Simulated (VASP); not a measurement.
A run of VASP 6.6.1 is set up as follows.

File INCAR:

```
ALGO = Fast
EDIFF = 1E-6
ENCUT = 520
GGA = PE
ISIF = 2
ISMEAR = -1
LASPH = True
LCHARG = True
LELF = True
LREAL = False
LVHAR = True
LWAVE = False
NBANDS = 58
NELM = 100
PREC = Accurate
SIGMA = 0.05
```

The input KPOINTS:

```
k-points
0
Gamma
  3 3 3
```

The input POSCAR:

```
CdMoN4
1.0
    5.3433880000      0.4233730000     -0.3835610000
    0.1318190000      6.1344410000     -0.2095260000
   -0.3655820000      0.9764480000      5.2464520000
Mo Cd N
2 2 8
Direct
    0.3324238923      0.6102840375      0.8576977763
    0.7908281755      0.8770061819      0.7120696888
    0.4176393636      0.9489822872      0.2270217348
    0.9804673564      0.6710739048      0.2816927460
    0.3335644298      0.3577132736      0.3425649444
    0.7143297467      0.2919147719      0.5151673486
    0.6104727276      0.2936077701      0.1479359749
    0.3354505674      0.0176042469      0.7782278962
    0.7999054043      0.4792986180      0.9425863496
    0.1301971682      0.3001654578     -0.0195701736
    0.0934840341      0.3373329098      0.6177119022
    0.5591768596      0.5555481266      0.4858081637
```

Potentials or basis: VASP PAW PBE potentials, release 64 (Mo_sv, Cd, N).

Run with:

```sh
$ cat potpaw_PBE.64/Mo_sv/POTCAR potpaw_PBE.64/Cd/POTCAR potpaw_PBE.64/N/POTCAR > POTCAR
$ mpirun -np 1 vasp_std > vasp.out
```

Problem. What does it give for the band gap on the k mesh?

Solution. None (metal or under the smearing width).

Problem. What does it give for the largest force?

Solution. 4.180 eV/Å.

Problem. Estimate the pressure.

Solution. -23.5 GPa.

Forces in eV/Å, atoms in the order of the input:
```
Mo   0.237 -1.503 -1.055
Mo  -1.475 -0.321  1.021
Cd   0.067  0.428 -0.308
Cd  -0.270  0.090  0.095
N    1.343  1.171 -0.528
N   -0.484  1.636 -1.515
N    0.414  2.096  0.459
N    1.267 -3.574  0.068
N   -0.138  0.098  1.110
N   -0.975  2.245 -3.389
N    0.575  0.313  2.287
N   -0.562 -2.680  1.755
```

Caveat: the k mesh is coarse (spacing up to 0.40 Å⁻¹), so the values aren't converged; so large a pressure means that the cell lies far from this level's equilibrium, or that cutoff or potentials fall short.
